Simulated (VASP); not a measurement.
Here is the system:

```yaml
crystal:
  lattice:
    - [0.00000, 2.98223, 2.98223]
    - [2.98223, 0.00000, 2.98223]
    - [2.98223, 2.98223, 0.00000]
  atoms:
    - { symbol: Ca, position: [0.00000, 0.00000, 0.00000] }
    - { symbol: Se, position: [0.50000, 0.50000, 0.50000] }
```

Level of theory: PBE GGA, VASP's PBE PAW potentials (set 64) (plane waves; VASP). Run with 480 eV cut-off, 7×7×7 Γ-centred mesh, Gaussian smearing of 0.050 eV, potentials Ca_sv Se.

Task: What does the run give for the energy per atom (σ→0)?

Result: 
```json
{
 "energy per atom (σ→0)": "-4.743 eV/atom"
}
```

The absolute energy has meaning only against runs of the same code, potentials and settings.

The compound is CaSe in the rock salt structure. It was relaxed first. The start is the result of an earlier pass.
